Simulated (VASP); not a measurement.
Consider the following.

```
AgHoSe2
1.0
    3.97025     0.00000     0.00000
    0.00000     3.97025     0.00000
    0.00000     0.00000     5.66941
Ho Ag Se
1 1 2
Direct
  0.50000   0.50000   0.50000
  0.00000   0.00000   0.00000
  0.00000   0.00000   0.50000
  0.50000   0.50000   0.00000
```

Level of theory: PBEsol GGA, VASP's PBE PAW potentials (set 64) (plane waves; VASP). Run with 400 eV cut-off, 7×7×5 Γ-centred mesh, first-order Methfessel-Paxton smearing of 0.10 eV, potentials Ho_3 Ag Se.

The 4f electrons are frozen in the core of the lanthanide potential, so 4f levels, which can set the real gap, and their magnetism are missing.

**Question.** What does the run give for the energy per atom (σ→0), band gap (on the k-mesh) with the smallest direct gap where there is one?

**Answer.** 
```
Item                                                         Value
------------------------  ----------------------------------------
band gap (on the k-mesh)  none (metal, semimetal or under 0.01 eV)
energy per atom (σ→0)                               -5.089 eV/atom
```

The absolute energy has meaning only against runs of the same code, potentials and settings.

The structure comes from a computed database's HoAgSe2 entry (P4/mmm); how it stands against other phases isn't given here. It was relaxed first. The start is the result of an earlier pass.
